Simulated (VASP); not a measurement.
A cell of ZrH2 (space group Fm-3m) near equilibrium:

```
CELL_PARAMETERS angstrom
      0.00000     2.39409     2.39409
      2.39409     0.00000     2.39409
      2.39409     2.39409     0.00000
ATOMIC_POSITIONS crystal
  Zr 0.00000 0.00000 0.00000
  H  0.75000 0.75000 0.75000
  H  0.25000 0.25000 0.25000
```

These are r2SCAN meta-GGA, VASP's PBE PAW potentials (set 64) (plane waves; VASP) values and carry that method's errors.

| run | ΔE (meV/atom) | σxx | σyy | σzz | largest shear component, with its sign (GPa) | largest force (eV/Å) |
|---|---|---|---|---|---|---|
| as it is | 0.0 | 0.79 | 0.79 | 0.79 | 0.00 | 0.000 |
| after one change | 73.2 | 23.00 | 23.00 | 23.00 | 0.00 | 0.000 |
Stress is in GPa, positive when the cell is compressed.

Problem. Which change was made?
A) isotropic strain of -4.0 %
B) atom 3 (H) moved by -0.025 Å along z
C) atom 1 (Zr) moved by -0.100 Å along z
D) isotropic strain of -3.0 %

Solution. A, isotropic strain of -4.0 %

The structure comes from a computed database's ZrH2 entry (Fm-3m); how it stands against other phases isn't given here.
